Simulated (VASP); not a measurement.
Data:

```yaml
crystal:
  lattice:
    - [2.75405, 0.00000, 0.00000]
    - [0.00000, 2.75405, 0.00000]
    - [0.00000, 0.00000, 2.75405]
  atoms:
    - { symbol: Ga, position: [0.50000, 0.50000, 0.50000] }
    - { symbol: Co, position: [0.00000, 0.00000, 0.00000] }
```

These are LDA (Ceperley-Alder, Perdew-Zunger), VASP's LDA PAW potentials (set 64) (plane waves; VASP) values and carry that method's errors. Run with 520 eV cut-off, 13×13×13 Γ-centred mesh, first-order Methfessel-Paxton smearing of 0.10 eV, potentials Ga_d Co.

Q: Give the stress tensor in GPa (positive for a compressed cell).

A: 
```
15.79   0.00   0.00
 0.00  15.79   0.00
 0.00   0.00  15.79
```
The pressure is its mean diagonal, 15.79 GPa.

The compound is CoGa in the CsCl type structure. This cell is one point of a volume scan, at 0.94 of the reference volume. The run is not spin-polarised, so no magnetic state was tried.
